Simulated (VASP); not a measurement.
Output of a VASP run:

File OUTCAR:
```
 ion  position               nearest neighbor table
   1  0.000  0.000  0.000-
   2  0.500  0.500  0.500-
  LATTYP: Found a face centered cubic cell.
 ALAT       =     6.2802321118
 Subroutine PRICEL returns:
 Original cell was already a primitive cell.
 Subroutine GETGRP returns: Found 48 space group operations
The static configuration has the point symmetry O_h .
The dynamic configuration has the point symmetry O_h .
The overall configuration has the point symmetry O_h .
 Subroutine INISYM returns: Found 48 space group operations
 Subroutine IBZKPT returns following result:
 Found     20 irreducible k-points:

 Following reciprocal coordinates:
            Coordinates               Weight
  0.000000  0.000000  0.000000      1.000000
  0.142857  0.000000  0.000000      8.000000
  0.285714  0.000000  0.000000      8.000000
  0.428571  0.000000  0.000000      8.000000
  0.142857  0.142857  0.000000      6.000000
  0.285714  0.142857  0.000000     24.000000
  0.428571  0.142857  0.000000     24.000000
 -0.428571  0.142857  0.000000     24.000000
 -0.285714  0.142857  0.000000     24.000000
 -0.142857  0.142857  0.000000     12.000000
  0.285714  0.285714  0.000000      6.000000
  0.428571  0.285714  0.000000     24.000000
 -0.428571  0.285714  0.000000     24.000000
 -0.285714  0.285714  0.000000     12.000000
  0.428571  0.428571  0.000000      6.000000
 -0.428571  0.428571  0.000000     12.000000
  0.428571  0.285714  0.142857     24.000000
 -0.428571  0.285714  0.142857     48.000000
 -0.428571  0.428571  0.142857     24.000000
 -0.285714  0.428571  0.142857     24.000000
   k-points           NKPTS =     20   k-points in BZ     NKDIM =     20   number of bands    NBANDS=     18
   number of dos      NEDOS =    301   number of ions     NIONS =      2
   total plane-waves  NPLWV =  27000
   dimension x,y,z NGX =    30 NGY =   30 NGZ =   30
   dimension x,y,z NGXF=    60 NGYF=   60 NGZF=   60
   ions per type =               1   1
   PREC   = accura    normal or accurate (medium, high low for compatibility)
   ISTART =      0    job   : 0-new  1-cont  2-samecut
   ICHARG =      2    charge: 1-file 2-atom 10-const
   ISPIN  =      1    spin polarized calculation?
   LNONCOLLINEAR =      T non collinear calculations
   LSORBIT =      T    spin-orbit coupling
   INIWAV =      1    electr: 0-lowe 1-rand  2-diag
   ENCUT  =  400.0 eV  29.40 Ry    5.42 a.u.   7.24  7.24  7.24*2*pi/ulx,y,z
   NELM   =    100;   NELMIN=  2; NELMDL= -5     # of ELM steps
   EDIFF  = 0.1E-05   stopping-criterion for ELM
   LREAL  =      F    real-space projection
   NLSPLINE    = F    spline interpolate recip. space projectors
   LMAXMIX     =    4 max onsite mixed and CHGCAR
   VOSKOWN=      0    Vosko Wilk Nusair interpolation
   EDIFFG = 0.1E-04   stopping-criterion for IOM
   NSW    =      0    number of steps for IOM
   NBLOCK =      1;   KBLOCK =      1    inner block; outer block
   IBRION =     -1    ionic relax: 0-MD 1-quasi-New 2-CG
   NFREE  =      0    steps in history (QN), initial steepest desc. (CG)
   ISIF   =      2    stress and relaxation
   ISYM   =      2    0-nonsym 1-usesym 2-fastsym
   TEIN   =    0.0    initial temperature
   TEBEG  =    0.0;   TEEND  =   0.0 temperature during run
   SMASS  =  -3.00    Nose mass-parameter (am)
   PSTRESS=    0.0 pullay stress
   NELECT =      10.0000    total number of electrons
   EFERMI =   0.00;   METHOD = LEGACY
   ISMEAR =     0;   SIGMA  =   0.05  broadening in eV -4-tet -1-fermi 0-gaus
   IALGO  =     38    algorithm
   LDIAG  =      T    sub-space diagonalisation (order eigenvalues)
   IMIX   =      4    mixing-type and parameters
     AMIX     =   0.40;   BMIX     =  1.00
     AMIX_MAG =   1.60;   BMIX_MAG =  1.00
     AMIN     =   0.10
   METAGGA = R2SCAN    functional components
   VOSKOWN =     0    Vosko Wilk Nusair interpolation
   LHFCALC =     F    Hartree Fock is set to
...
```

### OSZICAR
```
       N       E                     dE             d eps       ncg     rms          rms(c)
DAV:   1     0.227737501678E+02    0.22774E+02   -0.34591E+03   720   0.760E+02
DAV:   2    -0.270531026157E+02   -0.49827E+02   -0.47995E+02   892   0.149E+02
DAV:   3    -0.315590535341E+02   -0.45060E+01   -0.44951E+01   910   0.493E+01
DAV:   4    -0.316018106135E+02   -0.42757E-01   -0.42749E-01   894   0.549E+00
DAV:   5    -0.316020518827E+02   -0.24127E-03   -0.24126E-03   930   0.405E-01    0.355E+00
DAV:   6    -0.285223611235E+02    0.30797E+01   -0.35856E-01   784   0.648E+00    0.207E+00
DAV:   7    -0.284536856763E+02    0.68675E-01   -0.37372E+00   784   0.100E+01    0.176E+00
DAV:   8    -0.287503904374E+02   -0.29670E+00   -0.34298E-01   738   0.455E+00    0.107E+00
DAV:   9    -0.285412677998E+02    0.20912E+00   -0.24587E-01   766   0.377E+00    0.531E-01
DAV:  10    -0.287051215952E+02   -0.16385E+00   -0.85009E-02   752   0.348E+00    0.318E-01
DAV:  11    -0.286992998063E+02    0.58218E-02   -0.45877E-02   796   0.240E+00    0.101E-01
DAV:  12    -0.286982624797E+02    0.10373E-02   -0.14348E-03   872   0.327E-01    0.137E-01
DAV:  13    -0.287070219770E+02   -0.87595E-02   -0.19576E-02   742   0.122E+00    0.676E-02
DAV:  14    -0.287082759226E+02   -0.12539E-02   -0.31983E-03   780   0.607E-01    0.434E-02
DAV:  15    -0.287085356863E+02   -0.25976E-03   -0.19710E-04   768   0.159E-01    0.257E-02
DAV:  16    -0.287085300976E+02    0.55886E-05   -0.12442E-04   750   0.101E-01    0.109E-02
DAV:  17    -0.287085149479E+02    0.15150E-04   -0.25017E-05   802   0.327E-02    0.159E-03
DAV:  18    -0.287085147997E+02    0.14816E-06   -0.71839E-06   776   0.275E-02
   1 F= -.28708515E+02 E0= -.28708515E+02  d E =-.232191E-12  mag=     0.0000    -0.0000     0.0000
       N       E                     dE             ncg
       N       E                     dE             ncg
       N       E                     dE             ncg
```

### OUTCAR
```
------------------------ aborting loop because EDIFF is reached ----------------------------------------
  FORCE on cell =-STRESS in cart. coord.  units (eV):
  Direction    XX          YY          ZZ          XY          YZ          ZX
  --------------------------------------------------------------------------------------
  Total       -0.0215807     -0.0215807     -0.0215807      0.0000000     -0.0000000      0.0000000
  in kB       -0.5583533     -0.5583533     -0.5583533      0.0000000     -0.0000000      0.0000000
  external PRESSURE =      -0.5583533 kB  Pullay stress =       0.0000000 kB
  volume of cell :       61.93
      direct lattice vectors                 reciprocal lattice vectors
     0.000000000  3.140116056  3.140116056    -0.159229784  0.159229784  0.159229784
     3.140116056  0.000000000  3.140116056     0.159229784 -0.159229784  0.159229784
     3.140116056  3.140116056  0.000000000     0.159229784  0.159229784 -0.159229784
 POSITION                                       TOTAL-FORCE (eV/Angst)
 -----------------------------------------------------------------------------------
      0.00000      0.00000      0.00000         0.000000      0.000000      0.000000
      3.14012      3.14012      3.14012        -0.000000     -0.000000     -0.000000
 -----------------------------------------------------------------------------------
    total drift:                                0.000000      0.000000      0.000000
  FREE ENERGIE OF THE ION-ELECTRON SYSTEM (eV)
  ---------------------------------------------------
  free  energy   TOTEN  =       -28.7085147997 eV

  energy  without entropy=      -28.7085147997  energy(sigma->0) =      -28.70851480

 Ion:    1  E_soc:     -0.3099545

 Ion:    2  E_soc:     -0.0000000
```
(Selected blocks of OUTCAR.)

**POSCAR**
```
CsH
1
    0.0000000000     3.1401160559     3.1401160559
    3.1401160559     0.0000000000     3.1401160559
    3.1401160559     3.1401160559     0.0000000000
Cs H
1 1
Direct
  0.0000000000   0.0000000000   0.0000000000
  0.5000000000   0.5000000000   0.5000000000
```

Write an INCAR and KPOINTS that could have produced this output.

This is not unique; one that fits is the input of the run itself, r2SCAN+rVV10 with spin-orbit coupling, plane waves, VASP's PBE PAW potentials (set 64).

### KPOINTS_OPT
```
k-points along high-symmetry lines
8
Line-mode
Reciprocal
  0.000000   0.000000   0.000000 ! GAMMA
  0.500000   0.000000   0.500000 ! X

  0.500000   0.000000   0.500000 ! X
  0.625000   0.250000   0.625000 ! U

  0.375000   0.375000   0.750000 ! K
  0.000000   0.000000   0.000000 ! GAMMA

  0.000000   0.000000   0.000000 ! GAMMA
  0.500000   0.500000   0.500000 ! L

  0.500000   0.500000   0.500000 ! L
  0.500000   0.250000   0.750000 ! W

  0.500000   0.250000   0.750000 ! W
  0.500000   0.000000   0.500000 ! X
```

File KPOINTS:
```
Automatic
0
Gamma
7 7 7
0 0 0
```

### INCAR
```
SYSTEM = CsH
PREC = Accurate
ENCUT = 400
EDIFF = 1E-6
NELM = 100
ALGO = Normal
LREAL = .FALSE.
LASPH = .TRUE.
ISMEAR = 0
SIGMA = 0.05
METAGGA = R2SCAN
LUSE_VDW = .TRUE.
BPARAM = 11.95
CPARAM = 0.0093
LMIXTAU = .TRUE.
LMAXMIX = 4
LWAVE = .FALSE.
LCHARG = .FALSE.
LSORBIT = .TRUE.
MAGMOM = 0 0 0 0 0 0
GGA_COMPAT = .FALSE.
```

POTCAR, in this order: Cs_sv H (PBE.64 set). Program: vasp_ncl.

The structure comes from a measured CsH entry (Fm-3m) of the Crystallography Open Database, whose conditions weren't checked. It was relaxed first.
